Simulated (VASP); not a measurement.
Computed with PBE GGA, VASP's PBE PAW potentials (set 64) (plane waves; VASP).

VASP input:

### KPOINTS
```
Automatic mesh
0
Gamma
6 6 5
0 0 0
```

POSCAR:
```
Se
1
    2.2384950013    -3.8771870592     0.0000000000
    2.2384950013     3.8771870592     0.0000000000
    0.0000000000     0.0000000000     5.0540670018
Se
3
Direct
  0.0000000000   0.2215888583   0.6666670000
  0.7784111417   0.7784111417   0.0000000000
  0.2215888583   0.0000000000   0.3333330000
```

### INCAR
```
SYSTEM = Se
PREC = Accurate
ENCUT = 500
EDIFF = 1E-6
NELM = 100
ALGO = Normal
LREAL = .FALSE.
LASPH = .TRUE.
ISMEAR = 0
SIGMA = 0.05
GGA = PE
LMAXMIX = 4
LWAVE = .FALSE.
LCHARG = .FALSE.
IBRION = 2
ISIF = 3
NSW = 40
EDIFFG = -0.02
PSTRESS = 50
```

POTCAR, in this order: Se (PBE.64 set). Program: vasp_std.

Energy and stress use the plane-wave basis of the starting cell. Without a dispersion term in the relaxation, distances and binding between the weakly bound layers, chains or molecules are unreliable, and so is what depends on them.

Task: Estimate the energy per atom (σ→0), volume per atom.

Result: 
```yaml
energy per atom (σ→0): -3.437 eV/atom
volume_per_atom: 22.86 Å^3/atom
```

OSZICAR:
```
...
  10 F= -.81703458E+01 E0= -.81703458E+01  d E =0.244845E-03
       N       E                     dE             d eps       ncg     rms          rms(c)
DAV:   1    -0.103122175808E+02   -0.13058E-01   -0.47082E-02   702   0.139E+00    0.190E-01
DAV:   2    -0.103113849033E+02    0.83268E-03   -0.19151E-03   777   0.304E-01    0.102E-01
DAV:   3    -0.103110499678E+02    0.33494E-03   -0.87624E-04   737   0.172E-01    0.218E-02
DAV:   4    -0.103110498171E+02    0.15071E-06   -0.13115E-05   777   0.271E-02    0.127E-02
DAV:   5    -0.103110499107E+02   -0.93613E-07   -0.25680E-06   692   0.115E-02
  11 F= -.81711191E+01 E0= -.81711191E+01  d E =-.528377E-03
```

The compound is Se in the trig structure. This run relaxes it under an external pressure of 5 GPa. Symmetry was kept, so distortions that lower it aren't found.
